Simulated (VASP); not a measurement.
Level of theory: r2SCAN meta-GGA, VASP's PBE PAW potentials (set 64) (plane waves; VASP 6.6.1).

VASP input:

**KPOINTS**
```
Automatic mesh
0
Gamma
13 13 13
0 0 0
```

### INCAR
```
SYSTEM=Ti
PREC=Accurate; ENCUT=400; LREAL=.False.
LASPH=.True.
EDIFF=1E-6; NELM=100; ALGO=Normal
LMAXMIX=4; LMIXTAU=.True.
ISMEAR=1; SIGMA=0.1
METAGGA=R2SCAN
IBRION=2; NSW=60; ISIF=3
EDIFFG=-0.01
LWAVE=.False.; LCHARG=.False.
```

File POSCAR:
```
Ti
1.0
 -2.4752355484   2.4752355484   1.4021154806
  2.4752355484  -2.4752355484   1.4021154806
  2.4752355484   2.4752355484  -1.4021154806
Ti
2
direct
  0.7500000000   0.2500000000   0.5000000000
  0.0000000000   0.0000000000   0.0000000000
```

POTCAR, in this order: Ti_sv (PBE.64 set). Program: vasp_std.

Output

File OUTCAR:
```
 ion  position               nearest neighbor table
   1  0.750  0.250  0.500-   2 2.57   2 2.57   2 2.57   2 2.57
   2  0.000  0.000  0.000-   1 2.57   1 2.57   1 2.57   1 2.57
  LATTYP: Found a body centered tetragonal cell.
 ALAT       =     4.9504710968
 C/A-ratio  =     0.5664573949
 Subroutine PRICEL returns:
 Original cell was already a primitive cell.
 Subroutine GETGRP returns: Found 16 space group operations
The static configuration has the point symmetry D_2d.
 The point group associated with its full space group is D_4h.
The dynamic configuration has the point symmetry D_2d.
 Subroutine INISYM returns: Found 16 space group operations
 Subroutine IBZKPT returns following result:
 Found    196 irreducible k-points:

 Following reciprocal coordinates:
            Coordinates               Weight
  0.000000  0.000000  0.000000      1.000000
  0.076923  0.000000  0.000000      8.000000
  0.153846  0.000000  0.000000      8.000000
  0.230769 -0.000000  0.000000      8.000000
  0.307692  0.000000  0.000000      8.000000
  0.384615 -0.000000  0.000000      8.000000
  0.461538 -0.000000  0.000000      8.000000
  0.076923  0.076923  0.000000      8.000000
  0.153846  0.076923  0.000000     16.000000
  0.230769  0.076923  0.000000     16.000000
  0.307692  0.076923  0.000000     16.000000
  0.384615  0.076923  0.000000     16.000000
  0.461538  0.076923  0.000000     16.000000
 -0.461538  0.076923 -0.000000     16.000000
 -0.384615  0.076923 -0.000000     16.000000
 -0.307692  0.076923  0.000000     16.000000
 -0.230769  0.076923 -0.000000     16.000000
 -0.153846  0.076923  0.000000     16.000000
 -0.076923  0.076923  0.000000      4.000000
  0.153846  0.153846  0.000000      8.000000
  0.230769  0.153846  0.000000     16.000000
  0.307692  0.153846  0.000000     16.000000
  0.384615  0.153846  0.000000     16.000000
  0.461538  0.153846  0.000000     16.000000
 -0.461538  0.153846 -0.000000     16.000000
 -0.384615  0.153846 -0.000000     16.000000
 -0.307692  0.153846  0.000000     16.000000
 -0.230769  0.153846 -0.000000     16.000000
 -0.153846  0.153846  0.000000      4.000000
  0.230769  0.230769  0.000000      8.000000
  0.307692  0.230769  0.000000     16.000000
  0.384615  0.230769  0.000000     16.000000
  0.461538  0.230769  0.000000     16.000000
 -0.461538  0.230769  0.000000     16.000000
 -0.384615  0.230769 -0.000000     16.000000
 -0.307692  0.230769  0.000000     16.000000
 -0.230769  0.230769  0.000000      4.000000
  0.307692  0.307692  0.000000      8.000000
  0.384615  0.307692  0.000000     16.000000
  0.461538  0.307692  0.000000     16.000000
   k-points           NKPTS =    196   k-points in BZ     NKDIM =    196   number of bands    NBANDS=     16
   number of dos      NEDOS =    301   number of ions     NIONS =      2
   total plane-waves  NPLWV =  21952
   dimension x,y,z NGX =    28 NGY =   28 NGZ =   28
   dimension x,y,z NGXF=    56 NGYF=   56 NGZF=   56
   ions per type =               2
   PREC   = accura    normal or accurate (medium, high low for compatibility)
   ISTART =      0    job   : 0-new  1-cont  2-samecut
   ICHARG =      2    charge: 1-file 2-atom 10-const
   ISPIN  =      1    spin polarized calculation?
   LNONCOLLINEAR =      F non collinear calculations
   LSORBIT =      F    spin-orbit coupling
   INIWAV =      1    electr: 0-lowe 1-rand  2-diag
   ENCUT  =  400.0 eV  29.40 Ry    5.42 a.u.   6.15  6.15  6.15*2*pi/ulx,y,z
   NELM   =    100;   NELMIN=  2; NELMDL= -5     # of ELM steps
   EDIFF  = 0.1E-05   stopping-criterion for ELM
   LREAL  =      F    real-space projection
...
```

File OSZICAR:
```
       N       E                     dE             d eps       ncg     rms          rms(c)
DAV:   1     0.216997218420E+03    0.21700E+03   -0.11650E+04  6272   0.162E+03
DAV:   2    -0.917450101398E+01   -0.22617E+03   -0.22486E+03  6512   0.466E+02
DAV:   3    -0.324888596199E+02   -0.23314E+02   -0.23051E+02 12384   0.131E+02
DAV:   4    -0.332606986176E+02   -0.77184E+00   -0.77161E+00  6456   0.237E+01
DAV:   5    -0.333014290829E+02   -0.40730E-01   -0.40722E-01 10536   0.417E+00    0.147E+01
DAV:   6    -0.257561341027E+02    0.75453E+01   -0.21941E+01  7920   0.594E+01    0.171E+00
DAV:   7    -0.247024631070E+02    0.10537E+01   -0.27910E+00 10432   0.161E+01    0.216E+00
DAV:   8    -0.249123604951E+02   -0.20990E+00   -0.26719E-01  8104   0.444E+00    0.186E+00
DAV:   9    -0.246025352750E+02    0.30983E+00   -0.48726E-01  7224   0.643E+00    0.127E+00
DAV:  10    -0.249337110394E+02   -0.33118E+00   -0.29875E-01  9072   0.471E+00    0.252E-01
DAV:  11    -0.249781050298E+02   -0.44394E-01   -0.10486E-01  7736   0.312E+00    0.426E-01
DAV:  12    -0.249704290999E+02    0.76759E-02   -0.10922E-02  8680   0.891E-01    0.287E-01
DAV:  13    -0.249669512354E+02    0.34779E-02   -0.14616E-03  7472   0.362E-01    0.136E-01
DAV:  14    -0.249654243563E+02    0.15269E-02   -0.93446E-03  8288   0.999E-01    0.174E-01
DAV:  15    -0.249645504535E+02    0.87390E-03   -0.15299E-03  8168   0.446E-01    0.374E-02
DAV:  16    -0.249646918066E+02   -0.14135E-03   -0.61492E-05  7520   0.878E-02    0.206E-02
DAV:  17    -0.249646605945E+02    0.31212E-04   -0.39075E-05  6728   0.658E-02    0.432E-03
DAV:  18    -0.249646773125E+02   -0.16718E-04   -0.43437E-06  8712   0.224E-02    0.433E-03
DAV:  19    -0.249646869263E+02   -0.96138E-05   -0.18917E-06  4856   0.156E-02    0.445E-03
DAV:  20    -0.249646869928E+02   -0.66485E-07   -0.64769E-07  3712   0.106E-02
   1 F= -.24964687E+02 E0= -.24964795E+02  d E =-.249647E+02
       N       E                     dE             d eps       ncg     rms          rms(c)
DAV:   1    -0.249653367698E+02   -0.64984E-03   -0.19307E-02  8088   0.216E+00    0.211E-01
DAV:   2    -0.249646841592E+02    0.65261E-03   -0.28834E-03  7104   0.717E-01    0.809E-02
DAV:   3    -0.249647308846E+02   -0.46725E-04   -0.79058E-04  9344   0.200E-01    0.273E-02
DAV:   4    -0.249646761107E+02    0.54774E-04   -0.54435E-05  8968   0.630E-02    0.127E-02
DAV:   5    -0.249647099699E+02   -0.33859E-04   -0.87796E-05 10552   0.837E-02    0.978E-03
DAV:   6    -0.249646966369E+02    0.13333E-04   -0.28361E-05  6424   0.674E-02    0.965E-03
DAV:   7    -0.249647078906E+02   -0.11254E-04   -0.40904E-06  5768   0.222E-02    0.390E-03
DAV:   8    -0.249647064615E+02    0.14292E-05   -0.11760E-06  4152   0.135E-02    0.160E-03
DAV:   9    -0.249647074176E+02   -0.95613E-06   -0.15283E-07  3408   0.474E-03
   2 F= -.24964707E+02 E0= -.24964818E+02  d E =-.204248E-04
       N       E                     dE             d eps       ncg     rms          rms(c)
DAV:   1    -0.249647355911E+02   -0.29130E-04   -0.83542E-04  8112   0.450E-01    0.440E-02
DAV:   2    -0.249647183443E+02    0.17247E-04   -0.12622E-04  7104   0.150E-01    0.170E-02
DAV:   3    -0.249647004779E+02    0.17866E-04   -0.34298E-05  9320   0.411E-02    0.555E-03
DAV:   4    -0.249647129142E+02   -0.12436E-04   -0.21996E-06  4864   0.136E-02    0.284E-03
DAV:   5    -0.249647057737E+02    0.71405E-05   -0.37028E-06  6344   0.214E-02    0.162E-03
DAV:   6    -0.249647099422E+02   -0.41685E-05   -0.14463E-06  3768   0.165E-02    0.173E-03
DAV:   7    -0.249647086438E+02    0.12984E-05   -0.25450E-07  3312   0.506E-03    0.857E-04
DAV:   8    -0.249647089289E+02   -0.28517E-06   -0.10593E-07  3280   0.380E-03
   3 F= -.24964709E+02 E0= -.24964819E+02  d E =-.219362E-04
       N       E                     dE             d eps       ncg     rms          rms(c)
DAV:   1    -0.249647117945E+02   -0.31507E-05   -0.95903E-05  7696   0.153E-01    0.143E-02
DAV:   2    -0.249647119736E+02   -0.17911E-06   -0.14363E-05  6984   0.513E-02    0.555E-03
DAV:   3    -0.249647064776E+02    0.54960E-05   -0.38726E-06  6584   0.137E-02    0.177E-03
DAV:   4    -0.249647103259E+02   -0.38484E-05   -0.28806E-07  3272   0.610E-03    0.104E-03
DAV:   5    -0.249647075761E+02    0.27499E-05   -0.46457E-07  3288   0.856E-03    0.690E-04
DAV:   6    -0.249647093523E+02   -0.17762E-05   -0.23111E-07  3288   0.667E-03    0.390E-04
DAV:   7    -0.249647090239E+02    0.32839E-06   -0.59831E-08  3288   0.188E-03
   4 F= -.24964709E+02 E0= -.24964819E+02  d E =-.220311E-04
       N       E                     dE             d eps       ncg     rms          rms(c)
DAV:   1    -0.249647838298E+02   -0.74478E-04   -0.31257E-03  6360   0.813E-01    0.653E-02
DAV:   2    -0.249647205168E+02    0.63313E-04   -0.29325E-04  6584   0.187E-01    0.265E-02
DAV:   3    -0.249647168967E+02    0.36200E-05   -0.49831E-05  9760   0.787E-02    0.808E-03
DAV:   4    -0.249647114997E+02    0.53970E-05   -0.72803E-06  6496   0.299E-02    0.434E-03
DAV:   5    -0.249647179620E+02   -0.64623E-05   -0.32869E-06  5104   0.231E-02    0.170E-03
DAV:   6    -0.249647109912E+02    0.69708E-05   -0.17888E-06  4736   0.197E-02    0.139E-03
DAV:   7    -0.249647143109E+02   -0.33198E-05   -0.49684E-07  3336   0.799E-03    0.649E-04
DAV:   8    -0.249647130319E+02    0.12791E-05   -0.15968E-07  3256   0.537E-03    0.232E-04
DAV:   9    -0.249647135256E+02   -0.49374E-06   -0.55437E-08  3224   0.276E-03
   5 F= -.24964714E+02 E0= -.24964829E+02  d E =-.450170E-05
```

### OUTCAR
```
------------------------ aborting loop because EDIFF is reached ----------------------------------------
  FORCE on cell =-STRESS in cart. coord.  units (eV):
  Direction    XX          YY          ZZ          XY          YZ          ZX
  --------------------------------------------------------------------------------------
  Total        0.0011932      0.0011932     -0.0021417      0.0000000      0.0000000      0.0000000
  in kB        0.0556771      0.0556771     -0.0999343      0.0000000      0.0000000      0.0000000
  external PRESSURE =       0.0038066 kB  Pullay stress =       0.0000000 kB
  volume of cell :       34.34
      direct lattice vectors                 reciprocal lattice vectors
    -2.473590696  2.473590696  1.402907359     0.000000000  0.202135301  0.356402721
     2.473590696 -2.473590696  1.402907359     0.202135301  0.000000000  0.356402721
     2.473590696  2.473590696 -1.402907359     0.202135301  0.202135301  0.000000000
 POSITION                                       TOTAL-FORCE (eV/Angst)
 -----------------------------------------------------------------------------------
      0.00000      2.47359      0.70145        -0.000000      0.000000     -0.000000
      0.00000      0.00000     -0.00000         0.000000     -0.000000      0.000000
 -----------------------------------------------------------------------------------
    total drift:                               -0.000000      0.000000      0.000000
  FREE ENERGIE OF THE ION-ELECTRON SYSTEM (eV)
  ---------------------------------------------------
  free  energy   TOTEN  =       -24.9647135256 eV

  energy  without entropy=      -24.9650591065  energy(sigma->0) =      -24.96482872

 reached required accuracy - stopping structural energy minimisation
```
(Selected blocks of OUTCAR.)

File CONTCAR:
```
Ti
   1.00000000000000
    -2.4735906959053295    2.4735906959053295    1.4029073592967882
     2.4735906959053295   -2.4735906959053295    1.4029073592967882
     2.4735906959053295    2.4735906959053295   -1.4029073592967882
  Ti
     2
Direct
     0.7500000000000000    0.2500000000000000    0.5000000000000000
     0.0000000000000000    0.0000000000000000    0.0000000000000000
```

### OUTCAR
```
 val. band max:        8.1711688448   @ k =  -0.3846   0.3846   0.0000

 cond. band min:       8.1817560834   @ k =  -0.3077   0.3846   0.0769


 Fermi energy:         8.1809116075

 k-point     1 :       0.0000    0.0000    0.0000
  band No.  band energies     occupation
      1     -50.6945      2.00000
      2     -50.3492      2.00000
      3     -26.2220      2.00000
      4     -26.2219      2.00000
      5     -25.4802      2.00000
      6     -25.4672      2.00000
      7     -25.3501      2.00000
      8     -25.3501      2.00000
      9       2.0652      2.00000
     10       5.4650      2.00000
     11       7.3072      2.00000
     12       7.7928      2.00000
     13       8.5846     -0.00000
     14      10.8726      0.00000
     15      10.8727      0.00000
     16      10.9007      0.00000

 k-point     2 :       0.0769    0.0000    0.0000
  band No.  band energies     occupation
      1     -50.6863      2.00000
      2     -50.3494      2.00000
      3     -26.2198      2.00000
      4     -26.2048      2.00000
      5     -25.5129      2.00000
      6     -25.4995      2.00000
      7     -25.3589      2.00000
      8     -25.3480      2.00000
      9       2.2541      2.00000
     10       5.5691      2.00000
     11       7.3187      2.00000
     12       7.9699      2.01101
     13       8.6511     -0.00000
     14      10.1886      0.00000
     15      10.2560      0.00000
     16      11.1736      0.00000

 k-point     3 :       0.1538    0.0000    0.0000
  band No.  band energies     occupation
      1     -50.6634      2.00000
      2     -50.3518      2.00000
      3     -26.2139      2.00000
      4     -26.1586      2.00000
      5     -25.6062      2.00000
      6     -25.5808      2.00000
      7     -25.3856      2.00000
      8     -25.3421      2.00000
      9       2.7961      2.00000
     10       5.8545      2.00000
     11       7.4039      2.00000
     12       8.2350      0.21614
     13       8.7970     -0.00000
...
```

The structure was generated: Ti was put into the beta-Sn type (I4_1/amd), which need not be its known phase. This run relaxes it. Symmetry was kept, so distortions that lower it aren't found. The start is the result of an earlier pass.
